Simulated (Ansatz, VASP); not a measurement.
# ZnGaP: VASP beside Ansatz

Contents of POSCAR:

```
ZnGaP
1.0
    4.0159400000      0.0000000000      0.0000000000
   -2.0079700000      3.4779100000      0.0000000000
    0.0000000000      0.0000000000      4.4042000000
Zn Ga P
1 1 1
Direct
    0.0000000000      0.0000000000      0.5000000000
    0.6666700000      0.3333300000      0.0000000000
    0.3333300000      0.6666700000      0.5000000000
```

The input INCAR.step1:

```
  PREC = Accurate
  ENCUT = 520
  EDIFF = 1E-5
  ISMEAR = -1
  SIGMA = 0.05
  LREAL = F
  LASPH = T
  NELM = 100
  ALGO = Normal
  ISIF = 2
  LWAVE = T
  LCHARG = F
  GGA = PE
```

The input INCAR.step2:

```
  PREC = Accurate
  ENCUT = 520
  EDIFF = 1E-6
  ISMEAR = -1
  SIGMA = 0.05
  LREAL = F
  LASPH = T
  NELM = 100
  ALGO = Normal
  ISIF = 2
  LWAVE = F
  LCHARG = F
  GGA = PE
  LHFCALC = T
  HFSCREEN = 0.2
  AEXX = 0.5
  PRECFOCK = Fast
  ISTART = 1
```

KPOINTS

```
Automatic mesh
0
Gamma
  4 4 3
```

File input.yaml:

```yaml
crystal:
  lattice:
    - [4.01594, 0.0, 0.0]
    - [-2.00797, 3.47791, 0.0]
    - [0.0, 0.0, 4.4042]
  atoms:
    - { symbol: Zn, position: [0.0, 0.0, 0.5] }
    - { symbol: Ga, position: [0.66667, 0.33333, 0.0] }
    - { symbol: P, position: [0.33333, 0.66667, 0.5] }
hamiltonian:
  xc: { exchange: pbe, correlation: pbe, exx: { coeff: 0.5, omega: 0.2 } }
  pseudopotentials: { kind: paw }
kpoints:
  mp_grid: { grid: [4, 4, 3] }
scf:
  occupations: { method: fermi_dirac, width: 0.05 }
output:
  forces: true
  stress: true
  eigenvalues: true
  write_density: true
  write_potential: true
  elf: true
  volumetric_format: npy
```

The cell was built by a generator and needn't be a form met in nature.

Alike in both runs: task single point; functional HSE(alpha, omega); k mesh 4 × 4 × 3; occupations fermi-dirac, width 0.05 eV; no spin polarisation.

|  | VASP | Ansatz |
| --- | --- | --- |
| version | VASP 6.6.1 | Ansatz 0.2.0 |
| potentials or method | VASP PAW PBE potentials, release 64 (Zn, Ga_d, P) | Ansatz PAW |
| plane-wave cutoff (eV) | 520 | 420 |
| valence electrons in the cell | 30 | 30 |

Ansatz gave:

- gap on the k mesh at the Fermi level (eV): 0.32
- least direct gap on the mesh (eV): 2.73
- pressure (GPa): 1.3
- largest component of the traceless stress (GPa): 0.05

Task: Estimate VASP's values.

Result: gap on the k mesh at the Fermi level (eV): 0.34; least direct gap on the mesh (eV): 2.73; pressure (GPa): 1.2; largest component of the traceless stress (GPa): 0.11.

Caveats: the k mesh is coarse (spacing up to 0.48 Å⁻¹), so the values aren't converged, least of all with exact exchange; the PAW data sets were made with another functional, which shifts forces and pressure a little (VASP); an odd mesh through Γ misses points on the zone boundary, where band edges often lie (VASP); odd divisions of the mesh miss points on the zone boundary, where band edges often lie, so the gap on the mesh can be too wide (Ansatz); the PAW data sets come from PBE, with cores solved anew for the run's functional, which leaves a small shift of forces and pressure (Ansatz); the thresholds are loose for stress (Ansatz).
